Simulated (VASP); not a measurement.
Calculation: PBEsol GGA, VASP's PBE PAW potentials (set 64) (plane waves; VASP).

VASP ran on this input.

**INCAR**
```
# general
SYSTEM  = Ta
PREC    = Accurate
ENCUT   = 400   # plane-wave cut-off (eV)
LREAL   = .FALSE.   # projection in real space or not
LASPH   = .TRUE.

# electronic loop
EDIFF   = 1E-6
NELM    = 100
ALGO    = Normal   # blocked Davidson
LMAXMIX = 6   # l cut-off of mixed one-centre charges

# smearing
ISMEAR  = 1
SIGMA   = 0.1   # width (eV)

# functional
GGA     = PS   # PBEsol

# ions
IBRION  = 2
NSW     = 60
ISIF    = 3   # ions, shape and volume
EDIFFG  = -0.01

# output
LWAVE   = .FALSE.
LCHARG  = .FALSE.
```

### POSCAR
```
Ta
1.0
  0.0000000000   2.0882619812   2.0882619812
  2.0882619812   0.0000000000   2.0882619812
  2.0882619812   2.0882619812   0.0000000000
Ta
1
Direct
  1.0000000000   0.0000000000   1.0000000000
```

### KPOINTS
```
Automatic mesh
0
Gamma
14 14 14
0 0 0
```

POTCAR, in this order: Ta_pv (PBE.64 set). Program: vasp_std.

Output

File OSZICAR:
```
       N       E                     dE             d eps       ncg     rms          rms(c)
DAV:   1     0.371986741150E+02    0.37199E+02   -0.57564E+03  1872   0.958E+02
DAV:   2    -0.122904104708E+02   -0.49489E+02   -0.48843E+02  2356   0.220E+02
DAV:   3    -0.128218778032E+02   -0.53147E+00   -0.52058E+00  2253   0.240E+01
DAV:   4    -0.128243921408E+02   -0.25143E-02   -0.25132E-02  2198   0.139E+00
DAV:   5    -0.128244109481E+02   -0.18807E-04   -0.18807E-04  2123   0.840E-02    0.133E+01
DAV:   6    -0.124167764701E+02    0.40763E+00   -0.45344E-01  1921   0.797E+00    0.639E+00
DAV:   7    -0.122876945870E+02    0.12908E+00   -0.37863E-01  1980   0.683E+00    0.329E-01
DAV:   8    -0.122855081134E+02    0.21865E-02   -0.34692E-03  1997   0.812E-01    0.102E-01
DAV:   9    -0.122854814150E+02    0.26698E-04   -0.99166E-05  2065   0.108E-01    0.271E-02
DAV:  10    -0.122854797217E+02    0.16933E-05   -0.35932E-06  2008   0.247E-02    0.708E-03
DAV:  11    -0.122854801739E+02   -0.45220E-06   -0.22499E-07  1011   0.677E-03
   1 F= -.12285480E+02 E0= -.12285501E+02  d E =-.122855E+02
       N       E                     dE             d eps       ncg     rms          rms(c)
DAV:   1    -0.122856532004E+02   -0.17348E-03   -0.62577E-03  1899   0.116E+00    0.120E-01
DAV:   2    -0.122854995974E+02    0.15360E-03   -0.21521E-04  1908   0.185E-01    0.407E-02
DAV:   3    -0.122854657388E+02    0.33859E-04   -0.11551E-04  1976   0.130E-01    0.160E-02
DAV:   4    -0.122854671742E+02   -0.14354E-05   -0.12639E-06  1763   0.126E-02    0.151E-03
DAV:   5    -0.122854672413E+02   -0.67059E-07   -0.13819E-07   953   0.449E-03
   2 F= -.12285467E+02 E0= -.12285479E+02  d E =0.129326E-04
       N       E                     dE             d eps       ncg     rms          rms(c)
DAV:   1    -0.122855759434E+02   -0.10877E-03   -0.30763E-03  1898   0.812E-01    0.841E-02
DAV:   2    -0.122855012984E+02    0.74645E-04   -0.10619E-04  1906   0.130E-01    0.285E-02
DAV:   3    -0.122854839342E+02    0.17364E-04   -0.56773E-05  1972   0.909E-02    0.112E-02
DAV:   4    -0.122854836037E+02    0.33056E-06   -0.56897E-07  1093   0.882E-03
   3 F= -.12285484E+02 E0= -.12285502E+02  d E =-.342976E-05
```

**OUTCAR**
```
------------------------ aborting loop because EDIFF is reached ----------------------------------------
  FORCE on cell =-STRESS in cart. coord.  units (eV):
  Direction    XX          YY          ZZ          XY          YZ          ZX
  --------------------------------------------------------------------------------------
  Total        0.0017970      0.0017970      0.0017970     -0.0000000      0.0000000      0.0000000
  in kB        0.1581618      0.1581618      0.1581618     -0.0000000      0.0000000      0.0000000
  external PRESSURE =       0.1581618 kB  Pullay stress =       0.0000000 kB
  volume of cell :       18.20
      direct lattice vectors                 reciprocal lattice vectors
     0.000000000  2.087902360  2.087902360    -0.239474800  0.239474800  0.239474800
     2.087902360 -0.000000000  2.087902360     0.239474800 -0.239474800  0.239474800
     2.087902360  2.087902360 -0.000000000     0.239474800  0.239474800 -0.239474800
 POSITION                                       TOTAL-FORCE (eV/Angst)
 -----------------------------------------------------------------------------------
      0.00000     -0.00000      0.00000         0.000000      0.000000      0.000000
 -----------------------------------------------------------------------------------
    total drift:                                0.000000      0.000000      0.000000
  FREE ENERGIE OF THE ION-ELECTRON SYSTEM (eV)
  ---------------------------------------------------
  free  energy   TOTEN  =       -12.2854836037 eV

  energy  without entropy=      -12.2855374916  energy(sigma->0) =      -12.28550157

 reached required accuracy - stopping structural energy minimisation
```
(Selected blocks of OUTCAR.)

**CONTCAR**
```
Ta
   1.00000000000000
     0.0000000000000000    2.0879023599322015    2.0879023599322015
     2.0879023599322015   -0.0000000000000000    2.0879023599322015
     2.0879023599322015    2.0879023599322015   -0.0000000000000000
  Ta
     1
Direct
     0.0000000000000000    0.0000000000000000    0.0000000000000000
```

The structure comes from a measured Ta entry (Fm-3m) of the Crystallography Open Database, whose conditions weren't checked. This run relaxes it. Symmetry was kept, so distortions that lower it aren't found. The start is the result of an earlier pass.
